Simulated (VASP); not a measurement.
Given:

```
HfN
1.0
    0.00000     2.30520     2.30520
    2.30520     0.00000     2.30520
    2.30520     2.30520     0.00000
Hf N
1 1
Direct
  0.00000   0.00000   0.00000
  0.50000   0.50000   0.50000
```

Computed with PBE GGA, VASP's PBE PAW potentials (set 64) (plane waves; VASP). Run with 250 eV cut-off, 12×12×12 Γ-centred mesh, first-order Methfessel-Paxton smearing of 0.10 eV, potentials Hf_pv N.

At this cut-off the stress carries a Pulay error, which pulls relaxed volumes low.

Question: Give the stress tensor in GPa (positive for a compressed cell).

Answer: 
```
-47.43    0.00    0.00
  0.00  -47.43    0.00
  0.00    0.00  -47.43
```
The pressure is its mean diagonal, -47.43 GPa.

The compound is HfN in the rock salt structure. The cell was not relaxed at this level. The run is one of a series of settings (ENCUT = 250 against the base run), some of them coarse on purpose. The electron count is odd and the run is not spin-polarised, which forces a metal.
